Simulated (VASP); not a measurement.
VASP runs on PbSe2 (space group R3m) share one base input (PBE GGA, plane waves, VASP's PBE PAW potentials (set 64)) and change the settings named in each case.

**POSCAR**
```
PbSe2
1
    1.7932290000     1.0353210000     6.9431160000
   -1.7932290000     1.0353210000     6.9431160000
    0.0000000000    -2.0706430000     6.9431160000
Pb Se
1 2
Direct
  0.0000000000   0.0000000000   0.0000000000
  0.7523000000   0.7523000000   0.7523000000
  0.5810000000   0.5810000000   0.5810000000
```

INCAR:
```
! general
SYSTEM  = PbSe2
PREC    = Accurate
ENCUT   = 300
LREAL   = .FALSE.
LASPH   = .TRUE.

! electronic loop
EDIFF   = 1E-6
NELM    = 100
ALGO    = Normal
LMAXMIX = 4

! smearing
ISMEAR  = 0
SIGMA   = 0.272

! functional
GGA     = PE

! ions
ISIF    = 2

! output
LWAVE   = .FALSE.
LCHARG  = .FALSE.
```

KPOINTS:
```
Regular mesh
0
gamma
5 5 5
```

POTCAR, in this order: Pb_d Se (PBE.64 set). Program: vasp_std.

| change | E(σ→0) (eV/atom) | pressure (GPa) | largest force (eV/Å) | −TS (eV) |
|---|---|---|---|---|
| base run | -3.1527 | 12.81 | 1.661 | -0.1018 |
| GGA removed, POTCAR Pb_d Se (LDA.64 set) | -3.8983 | 7.75 | 1.320 | -0.1031 |
| GGA_COMPAT = .FALSE., LNONCOLLINEAR = .TRUE., LSORBIT = .TRUE., MAGMOM = 0.0 0.0 0.0 0.0 0.0 0.0 0.0 0.0 0.0, program vasp_ncl | -3.3205 | 12.66 | 1.646 | -0.1030 |
| KPOINTS 7×7×7 Γ-centred mesh | -3.1671 | (withheld) | (withheld) | (withheld) |

Task: Fill in the missing entries.

Result: 
- KPOINTS 7×7×7 Γ-centred mesh, pressure (GPa): 12.43
- KPOINTS 7×7×7 Γ-centred mesh, largest force (eV/Å): 1.473
- KPOINTS 7×7×7 Γ-centred mesh, −TS (eV): -0.0709

Energies of different potentials or functionals have different zeros.  Unless said otherwise, spin-orbit coupling is left out, though it shifts the bands of the heavy elements here. At 300 eV the pressure can carry a Pulay error.

Left out are runs that ran out of time, are held back, or changed the cell or the kind of run, fixed moments of cells without a moment, rows past the twelfth, gaps on odd meshes, pressures of charged cells and columns that move by less than the noise.

The structure was generated: PbSe2 was put into an ordered model structure, which need not be its known phase. The cell was not relaxed at this level, forces remain on its atoms, its lattice was scaled by up to 2.5 %.
